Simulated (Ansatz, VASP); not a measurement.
# HfN in two plane-wave programs, part 2 of 2

Wanted: the spread between two codes on one cell, functional and k mesh. The cell is taken from a series of runs on this material, whose earlier steps may have relaxed, scaled, displaced or heated it; both programs get it as it stands.

VASP 6.6.1 and Ansatz 0.2.0.

So far: The starting structure; Ansatz: zone-centre phonons, PBEsol, pair 1; VASP: zone-centre phonons, PBEsol, pair 1; Differences.

### 5. Ansatz: zone-centre phonons, PBEsol, pair 2

Level of this step: Ansatz beside VASP: Kohn-Sham DFT, plane waves, PBEsol (Ansatz).

Second derivatives magnify differences that forces hide, and they need a tight electronic threshold. The cell compared in this pair holds 22.58 Å³, against 22.35 Å³ for the pair before.

The cell is taken from a series of runs on this material, whose earlier steps may have relaxed, scaled, displaced or heated it; both programs get it as it stands.

input.yaml

```yaml
crystal:
  lattice:
    - [0.0, 2.2432866295, 2.2432866295]
    - [2.2432866295, 0.0, 2.2432866295]
    - [2.2432866295, 2.2432866295, 0.0]
  atoms:
    - { symbol: "N", position: [0.5, 0.5, 0.5] }
    - { symbol: Hf, position: [0.0, 0.0, 0.0] }
kpoints:
  mp_grid: { grid: [16, 16, 16] }
hamiltonian:
  xc: pbesol
  pseudopotentials: { kind: paw, azcp: { folder: soft_1 }, xc_functional: pbe }
scf:
  occupations: { method: methfessel_paxton, width: 0.2 }
output:
  eigenvalues: true
phonons:
  method: dfpt
```

Launch:

```bash
> ansatz run input.yaml --threads 4 --pin off --max-ram 10240MiB --backend cpu --events-out ev --progress --plain --runs-dir out
```

Numbers of over 12 decimals in the logs are rounded to 6 here.

Output:

```text
[...]
Crystal: 2 atoms, lattice volume = 22.578 Å³
Basis set: ecut = 420 eV, 459 PW (Γ), exchange–correlation on 48×48×48 points (8 copies of the dense FFT grid, shifted against one another)
Bands: 20, of which v1, the nominal top of the filled ones, is band 16 counted from 1 (15 counted from 0)
Symmetry: 48 space group operations
k-points: 349 of 4096 (irreducible under 8 space group operations, time reversal used)
[...]
k-point 2: bands = [... 12 lower, 18.2073, 18.7233, 18.7233, 22.4274, 22.5857, 22.5857, 25.4846, 25.6009]
  k-point 348: bands = [... 12 lower, 16.2693, 16.9712, 16.9712, 23.6402, 23.6402, 28.1820, 28.2264, 28.7957]
[...]
ASR residual: 1.276e-5 → 0.000e0 eV/Å²; symmetrization residual: 1.405e-6 eV/Å²
  ASR residual per site (eV/Å²): 3.99e-6 1.28e-5
  Γ frequencies (cm⁻¹): 0.00 0.00 0.00 511.89 511.89 511.89
[...]
[key lines of the parts left out:]
SCF converged after 11 iterations
Free energy (F): -15981.021095 eV
Fermi energy:    22.484144 eV
```

### 6. VASP: zone-centre phonons, PBEsol, pair 2

The same cell, functional, mesh and smearing now go to VASP, with its own data sets.

INCAR

```
SYSTEM = HfN
PREC = Accurate
ENCUT = 600
EDIFF = 1E-08
NELM = 120
ISMEAR = 1
SIGMA = 0.2
LREAL = .FALSE.
ALGO = Normal
GGA = PS
NBANDS = 13
LASPH = .TRUE.
LORBIT = 11
LWAVE = .FALSE.
LCHARG = .FALSE.
ISIF = 2
IBRION = 8
GGA_COMPAT = .FALSE.
KPAR = 2
```

POSCAR

```
HfN
1.0
    0.0000000000      2.2432866295      2.2432866295
    2.2432866295      0.0000000000      2.2432866295
    2.2432866295      2.2432866295      0.0000000000
N Hf
1 1
Direct
    0.5000000000      0.5000000000      0.5000000000
    0.0000000000      0.0000000000      1.0000000000
```

KPOINTS

```
Automatic mesh
0
Gamma
16 16 16
0 0 0
```

Potentials, in the order of the species: N and Hf_pv (PBE family, release 64).

Launch:

```bash
> mpirun -np 2 vasp_std
```

Output:

```text
[banner, memory and clock lines left out]
running    2 mpi-ranks, on    1 nodes
[...]
[... a notice as in an earlier step ...]

 LDA part: xc-table for (Slater+PW92), standard interpolation
 POSCAR, INCAR and KPOINTS ok, starting setup
[...]
entering main loop
       N       E                     dE             d eps       ncg     rms          rms(c)
DAV:   1     0.426535934612E+02    0.42654E+02   -0.86255E+03  3770   0.122E+03
DAV:   2    -0.233674124986E+02   -0.66021E+02   -0.61586E+02  4963   0.271E+02
DAV:   3    -0.257110185314E+02   -0.23436E+01   -0.23282E+01  4569   0.430E+01
DAV:   4    -0.257225399760E+02   -0.11521E-01   -0.11433E-01  4165   0.332E+00
[...]
DAV:  14    -0.229964238231E+02    0.52086E-07   -0.27567E-08  4631   0.154E-03    0.645E-03
DAV:  15    -0.229964238454E+02   -0.22288E-07   -0.13571E-08  2746   0.116E-03    0.503E-04
DAV:  16    -0.229964238477E+02   -0.22826E-08   -0.19271E-09  1920   0.521E-04
   1 F= -.22996424E+02 E0= -.22996446E+02  d E =0.677114E-04
[...]
RMM:  10    -0.232170028570E+00    0.99296E-07    0.99635E-09 16512   0.242E-05    0.611E-05
RMM:  11    -0.232169972377E+00    0.56192E-07   -0.64103E-09 16218   0.647E-06    0.106E-05
RMM:  12    -0.232169977748E+00   -0.53710E-08   -0.46632E-09 13115   0.210E-06    0.499E-06
 first order change of Fermi-energy   0.13588E-03
 force on displaced ion       1 direction 1 : -12.593   0.000   0.000
 Linear response progress:
  Degree of freedom:   2/  2
       N       E                     dE             d eps       ncg     rms          rms(c)
RMM:   1    -0.208893090097E+00   -0.20889E+00    0.34826E+00 10534   0.115E+01
RMM:   2    -0.205581458311E+00    0.33116E-02   -0.26729E-02 13893   0.123E+00    0.614E-01
RMM:   3    -0.205006006943E+00    0.57545E-03   -0.66602E-04 16731   0.139E-01    0.332E-01
RMM:   4    -0.204468026381E+00    0.53798E-03   -0.74504E-05 18105   0.605E-02    0.141E-01
[...]
RMM:  11    -0.204198243439E+00   -0.72662E-08   -0.25202E-07 20245   0.392E-05    0.925E-06
RMM:  12    -0.204198239683E+00    0.37552E-08   -0.18148E-07 18354   0.193E-05    0.874E-06
RMM:  13    -0.204198237776E+00    0.19075E-08   -0.85350E-08 14470   0.100E-05    0.184E-05
 first order change of Fermi-energy   0.21530E-03
 force on displaced ion       2 direction 1 : -12.595   0.000   0.000
 Linear response finished
```

OUTCAR, selected parts (step 6):

```text
  Total        0.0823839      0.0823839      0.0823839      0.0000000     -0.0000000      0.0000000
  in kB        5.8461303      5.8461303      5.8461303      0.0000000     -0.0000000      0.0000000
  external PRESSURE =       5.8461303 kB  Pullay stress =       0.0000000 kB

 POSITION                                       TOTAL-FORCE (eV/Angst)
 -----------------------------------------------------------------------------------
      2.24329      2.24329      2.24329         0.000000      0.000000      0.000000
      0.00000      0.00000      0.00000        -0.000000     -0.000000     -0.000000
 -----------------------------------------------------------------------------------
    total drift:                                0.000000      0.000000      0.000000

[... 1 part as in an earlier step ...]

[... 1 further part left out ...]
```

### 7. Comparison

What differs besides the data sets and the points named for the pairs above, as far as they apply: the data sets hold 31 valence electrons in Ansatz (on its PAW soft_1 files) and 15 in VASP. Total energies have different zeros and are not compared.

The two programs side by side:

```csv
quantity,Ansatz,VASP,difference
optical mode 1 to 3 (cm⁻¹),511.9,513.6,-0.33 %
```

Modes are paired by rising frequency, not by their patterns, so a pair may set unlike modes beside each other; they are those without the splitting of longitudinal modes.

### 8. Summary of results

```yaml
r_m_s_difference_of_the_optical_zone_centre_modes_each_program_s_sorted_by_frequency_zone_centre_phonons_pbesol_pair_1: 1.9 cm⁻¹
r_m_s_difference_of_the_optical_zone_centre_modes_each_program_s_sorted_by_frequency_zone_centre_phonons_pbesol_pair_2: 1.7 cm⁻¹
```

The r.m.s. difference of the optical zone-centre modes, each program's sorted by frequency is 1.9 cm⁻¹ (zone-centre phonons, PBEsol, pair 1). The data sets hold unlike numbers of valence electrons (31 in Ansatz and 15 in VASP), so part of the differences may come from the potentials. How closely two codes agree says nothing of how well the functional describes the real material.

[Lines on the potential files, build, host, timing and source positions are cut from VASP's logs without a mark.]

[Logs are printed without paths, hosts, clocks, repeated set-up lines and the standing remarks that a program may print on its own settings, such as how far it seeks lower states.]

[Hosts, paths, dates, database ids (printed as entryN), source tags and the programs' standing remarks are cut or masked in the printed files.]
